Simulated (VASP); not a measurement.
Level of theory: PBE GGA + U (Dudarev), VASP's PBE PAW potentials (set 64) (plane waves; VASP).

Input for VASP

### POSCAR
```
ZnO
1
    1.6575000000    -2.8708750000     0.0000000000
    1.6575000000     2.8708750000     0.0000000000
    0.0000000000     0.0000000000     5.3142000000
Zn O
2 2
Direct
  0.6666670000   0.3333330000   0.5000000000
  0.3333330000   0.6666670000   0.0000000000
  0.6666670000   0.3333330000   0.8820000000
  0.3333330000   0.6666670000   0.3820000000
```

**KPOINTS**
```
Automatic mesh
0
Gamma
7 7 4
0 0 0
```

**INCAR**
```
! general
SYSTEM   =ZnO
PREC     =Accurate
ENCUT    =520
LREAL    =.False.
LASPH    =.True.

! electronic loop
EDIFF    =1E-6
NELM     =100
ALGO     =Normal
LMAXMIX  =4

! smearing
ISMEAR   =0
SIGMA    =0.05

! functional
GGA      =PE

! DFT+U
LDAU     =.True.
LDAUTYPE =2
LDAUL    =2 -1
LDAUU    =1.0 0
LDAUJ    =0 0
LDAUPRINT=1

! ions
ISIF     =2

! output
LWAVE    =.False.
LCHARG   =.False.
LORBIT   =10
```

POTCAR, in this order: Zn O (PBE.64 set). Program: vasp_std.

Estimate the energy per atom (σ→0), pressure.

```yaml
energy per atom (σ→0): -4.442 eV/atom
pressure: -3.35 GPa
```

File OSZICAR:
```
...
DAV:   9    -0.177666086786E+02    0.58353E-01   -0.18270E-01  1550   0.785E+00    0.317E-01
DAV:  10    -0.177696658005E+02   -0.30571E-02   -0.46602E-02  1086   0.185E+00    0.125E-01
DAV:  11    -0.177698138835E+02   -0.14808E-03   -0.10129E-03  1304   0.730E-01    0.887E-02
DAV:  12    -0.177697486126E+02    0.65271E-04   -0.42556E-04  1520   0.478E-01    0.204E-02
DAV:  13    -0.177697679091E+02   -0.19296E-04   -0.79822E-05  1154   0.107E-01    0.204E-02
DAV:  14    -0.177697627359E+02    0.51731E-05   -0.18984E-05  1258   0.413E-02    0.470E-03
DAV:  15    -0.177697624745E+02    0.26147E-06   -0.27882E-06   856   0.165E-02
   1 F= -.17769762E+02 E0= -.17769762E+02  d E =-.748624E-13
```

The compound is ZnO in the wurtzite structure. The cell was not relaxed at this level. The run is one of a series of settings (LDAU = .TRUE., LDAUJ = 0 0, LDAUL = 2 -1, LDAUTYPE = 2, LDAUU = 1.0 0 against the base run), some of them coarse on purpose.
